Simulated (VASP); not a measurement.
Computed with PBEsol GGA with spin-orbit coupling, VASP's PBE PAW potentials (set 64) (plane waves; VASP 6.6.1).

VASP ran on this input.

KPOINTS:
```
Automatic mesh
0
Gamma
3 3 3
0 0 0
```

INCAR:
```
SYSTEM = CsSnI3
PREC = Accurate
ENCUT = 300
EDIFF = 1E-6
NELM = 100
ALGO = Normal
LREAL = .FALSE.
LASPH = .TRUE.
ISMEAR = -1
SIGMA = 0.01
GGA = PS
LMAXMIX = 4
LWAVE = .FALSE.
LCHARG = .FALSE.
ISIF = 2
LSORBIT = .TRUE.
LNONCOLLINEAR = .TRUE.
MAGMOM = 0.0 0.0 0.0 0.0 0.0 0.0 0.0 0.0 0.0 0.0 0.0 0.0 0.0 0.0 0.0
GGA_COMPAT = .FALSE.
LORBIT = 11
```

POSCAR:
```
CsSnI3
1
    6.2200000000     0.0000000000     0.0000000000
    0.0000000000     6.2200000000     0.0000000000
    0.0000000000     0.0000000000     6.2200000000
Cs Sn I
1 1 3
Direct
  0.0000000000   0.0000000000   0.0000000000
  0.5000000000   0.5000000000   0.5000000000
  0.5000000000   0.0000000000   0.5000000000
  0.0000000000   0.5000000000   0.5000000000
  0.5000000000   0.5000000000   0.0000000000
```

POTCAR, in this order: Cs_sv Sn_d I (PBE.64 set). Program: vasp_ncl.

Output of the run:

**OUTCAR**
```
 ion  position               nearest neighbor table
   1  0.000  0.000  0.000-
   2  0.500  0.500  0.500-   3 3.11   4 3.11   5 3.11   5 3.11   3 3.11   4 3.11
   3  0.500  0.000  0.500-   2 3.11   2 3.11
   4  0.000  0.500  0.500-   2 3.11   2 3.11
   5  0.500  0.500  0.000-   2 3.11   2 3.11
  LATTYP: Found a simple cubic cell.
 ALAT       =     6.2200000000
 Subroutine PRICEL returns:
 Original cell was already a primitive cell.
 Subroutine GETGRP returns: Found 48 space group operations
The static configuration has the point symmetry O_h .
The dynamic configuration has the point symmetry O_h .
The overall configuration has the point symmetry O_h .
 Subroutine INISYM returns: Found 48 space group operations
 Subroutine IBZKPT returns following result:
 Found      4 irreducible k-points:

 Following reciprocal coordinates:
            Coordinates               Weight
  0.000000  0.000000  0.000000      1.000000
  0.333333  0.000000  0.000000      6.000000
  0.333333  0.333333  0.000000     12.000000
  0.333333  0.333333  0.333333      8.000000
   k-points           NKPTS =      4   k-points in BZ     NKDIM =      4   number of bands    NBANDS=     52
...
```

**OSZICAR**
```
       N       E                     dE             d eps       ncg     rms          rms(c)
DAV:   1     0.300146394868E+03    0.30015E+03   -0.13683E+04   448   0.104E+03
DAV:   2     0.193513409308E+02   -0.28080E+03   -0.27474E+03   524   0.255E+02
DAV:   3    -0.147186586746E+02   -0.34070E+02   -0.33945E+02   468   0.112E+02
DAV:   4    -0.160407568317E+02   -0.13221E+01   -0.13200E+01   516   0.276E+01
DAV:   5    -0.160917014384E+02   -0.50945E-01   -0.50932E-01   552   0.471E+00    0.670E+00
DAV:   6    -0.158918038641E+02    0.19990E+00   -0.34936E-01   548   0.351E+00    0.424E+00
DAV:   7    -0.158709403895E+02    0.20863E-01   -0.13798E-01   512   0.161E+00    0.250E+00
DAV:   8    -0.158755591847E+02   -0.46188E-02   -0.25739E-02   540   0.752E-01    0.532E-01
DAV:   9    -0.158748034229E+02    0.75576E-03   -0.10423E-02   512   0.696E-01    0.143E-01
DAV:  10    -0.158750849086E+02   -0.28149E-03   -0.10328E-03   460   0.188E-01    0.907E-02
DAV:  11    -0.158751380851E+02   -0.53176E-04   -0.96766E-05   520   0.587E-02    0.357E-02
DAV:  12    -0.158751940620E+02   -0.55977E-04   -0.17507E-04   440   0.593E-02    0.147E-02
DAV:  13    -0.158751969706E+02   -0.29087E-05   -0.17310E-05   484   0.167E-02    0.379E-03
DAV:  14    -0.158751972855E+02   -0.31485E-06   -0.35537E-07   304   0.426E-03
   1 F= -.15875197E+02 E0= -.15875197E+02  d E =-.826821E-12  mag=     0.0000    -0.0000     0.0000
```

OUTCAR:
```
------------------------ aborting loop because EDIFF is reached ----------------------------------------
  FORCE on cell =-STRESS in cart. coord.  units (eV):
  Direction    XX          YY          ZZ          XY          YZ          ZX
  --------------------------------------------------------------------------------------
  Total       -1.6192497     -1.6192497     -1.6192497      0.0000000     -0.0000000     -0.0000000
  in kB      -10.7808560    -10.7808560    -10.7808560      0.0000000     -0.0000000     -0.0000000
  external PRESSURE =     -10.7808560 kB  Pullay stress =       0.0000000 kB
  volume of cell :      240.64
      direct lattice vectors                 reciprocal lattice vectors
     6.220000000  0.000000000  0.000000000     0.160771704  0.000000000  0.000000000
     0.000000000  6.220000000  0.000000000     0.000000000  0.160771704  0.000000000
     0.000000000  0.000000000  6.220000000     0.000000000  0.000000000  0.160771704
 POSITION                                       TOTAL-FORCE (eV/Angst)
 -----------------------------------------------------------------------------------
      0.00000      0.00000      0.00000         0.000000      0.000000      0.000000
      3.11000      3.11000      3.11000         0.000000      0.000000      0.000000
      3.11000      0.00000      3.11000         0.000000      0.000000      0.000000
      0.00000      3.11000      3.11000         0.000000      0.000000      0.000000
      3.11000      3.11000      0.00000         0.000000      0.000000      0.000000
 -----------------------------------------------------------------------------------
    total drift:                                0.000000      0.000000      0.000000
  FREE ENERGIE OF THE ION-ELECTRON SYSTEM (eV)
  ---------------------------------------------------
  free  energy   TOTEN  =       -15.8751972855 eV

  energy  without entropy=      -15.8751972855  energy(sigma->0) =      -15.87519729

 total charge

# of ion       s       p       d       tot
------------------------------------------
    1        1.851   4.703   0.012   6.566
    2        1.374   0.684   9.979  12.037
    3        1.511   2.759   0.012   4.282
    4        1.511   2.759   0.012   4.282
    5        1.511   2.759   0.012   4.282
--------------------------------------------------
tot          7.757  13.664  10.028  31.449

 magnetization (x)

# of ion       s       p       d       tot
------------------------------------------
    1        0.000   0.000  -0.000  -0.000
    2        0.000   0.000   0.000   0.000
    3        0.000   0.000   0.000   0.000
    4        0.000   0.000   0.000   0.000
    5        0.000   0.000   0.000   0.000
--------------------------------------------------
tot          0.000   0.000  -0.000  -0.000

 magnetization (y)

# of ion       s       p       d       tot
------------------------------------------
    1        0.000   0.000  -0.000  -0.000
    2        0.000   0.000   0.000   0.000
    3        0.000   0.000   0.000   0.000
    4        0.000   0.000  -0.000  -0.000
    5        0.000   0.000   0.000   0.000
--------------------------------------------------
tot          0.000   0.000  -0.000   0.000

 magnetization (z)

# of ion       s       p       d       tot
------------------------------------------
    1        0.000   0.000   0.000   0.000
    2        0.000   0.000   0.000   0.000
    3        0.000   0.000   0.000   0.000
    4        0.000   0.000  -0.000  -0.000
    5        0.000   0.000   0.000   0.000
--------------------------------------------------
tot          0.000   0.000  -0.000   0.000

 Ion:    1  E_soc:     -0.3246135

 Ion:    2  E_soc:     -0.0922468

 Ion:    3  E_soc:     -0.2719721

 Ion:    4  E_soc:     -0.2719721

 Ion:    5  E_soc:     -0.2719721
```
(Selected blocks of OUTCAR.)

At this cut-off the stress carries a Pulay error, which pulls relaxed volumes low.

The structure is a typed CsSnI3 crystal. The cell was not relaxed at this level. The run is one of a series of settings (GGA_COMPAT = .FALSE., LNONCOLLINEAR = .TRUE., LSORBIT = .TRUE., MAGMOM = 0.0 0.0 0.0 0.0 0.0 0.0 0.0 0.0 0.0 0.0 0.0 0.0 0.0 0.0 0.0, program vasp_ncl against the base run), some of them coarse on purpose.
